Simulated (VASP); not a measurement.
Input:

```yaml
crystal:
  lattice:
    - [1.23072, -2.13166, 0.00000]
    - [1.23072, 2.13166, 0.00000]
    - [0.00000, 0.00000, 7.19296]
  atoms:
    - { symbol: C, position: [0.00000, 0.00000, 0.25000] }
    - { symbol: C, position: [0.00000, 0.00000, 0.75000] }
    - { symbol: C, position: [0.33333, 0.66667, 0.25000] }
    - { symbol: C, position: [0.66667, 0.33333, 0.75000] }
```

Computed with PBEsol GGA, VASP's PBE PAW potentials (set 64) (plane waves; VASP). Run with 520 eV cut-off, Gaussian smearing of 0.050 eV, potentials C.

Without a dispersion term in the relaxation, distances and binding between the weakly bound layers, chains or molecules are unreliable, and so is what depends on them.

**Question.** Give the energies of bands 3 to 10 at the high-symmetry points, in eV from the Fermi level.

**Answer.** 
| band | Γ | M | K | A | L | H |
|---|---|---|---|---|---|---|
| 3 | -8.34 | -13.27 | -12.53 | -7.70 | -13.25 | -12.53 |
| 4 | -6.94 | -13.23 | -12.48 | -7.70 | -13.25 | -12.53 |
| 5 | -2.99 | -6.41 | -10.62 | -2.98 | -6.40 | -10.62 |
| 6 | -2.99 | -6.38 | -10.62 | -2.98 | -6.40 | -10.62 |
| 7 | -2.98 | -2.64 | -0.43 | -2.98 | -2.37 | 0.00 |
| 8 | -2.98 | -2.16 | -0.01 | -2.98 | -2.37 | 0.00 |
| 9 | 3.57 | 1.47 | -0.01 | 5.72 | 1.63 | 0.01 |
| 10 | 8.33 | 2.00 | 0.47 | 5.72 | 1.63 | 0.01 |

It has no gap at this level: it comes out as a metal or semimetal.

The compound is C in the graphite structure. It was relaxed first, which changed the volume by +7 %.
